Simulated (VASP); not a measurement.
Here is the system:

```yaml
crystal:
  lattice:
    - [0.00000, 3.49807, 3.49807]
    - [3.49807, 0.00000, 3.49807]
    - [3.49807, 3.49807, 0.00000]
  atoms:
    - { symbol: Ba, position: [0.00000, 0.00000, 0.00000] }
    - { symbol: Te, position: [0.50000, 0.50000, 0.50000] }
```

Method: PBE GGA with D4 dispersion, VASP's PBE PAW potentials (set 64) (plane waves; VASP). Run with 520 eV cut-off, Gaussian smearing of 0.050 eV, potentials Ba_sv Te.

Unless said otherwise, spin-orbit coupling is left out, though it shifts the bands of the heavy elements here.

Task: Give the energies of bands 6 to 11 at the high-symmetry points, in eV from the valence-band maximum.

Result: 
```json
[
 {"band": "6", "Γ": "0.00", "X": "-1.14", "U": "-1.27", "L": "-2.24", "W": "-1.28"},
 {"band": "7", "Γ": "0.00", "X": "-0.38", "U": "-1.06", "L": "-1.13", "W": "-0.95"},
 {"band": "8", "Γ": "0.00", "X": "-0.38", "U": "-0.78", "L": "-1.13", "W": "-0.95"},
 {"band": "9", "Γ": "2.92", "X": "1.51", "U": "2.57", "L": "4.20", "W": "3.51"},
 {"band": "10", "Γ": "2.92", "X": "4.43", "U": "5.01", "L": "4.76", "W": "3.51"},
 {"band": "11", "Γ": "2.92", "X": "4.65", "U": "5.18", "L": "4.89", "W": "4.83"}
]
```

The gap is indirect, 1.52 eV, from the valence maximum at Γ to the conduction minimum at X.

The compound is BaTe in the rock salt structure. It was relaxed first.
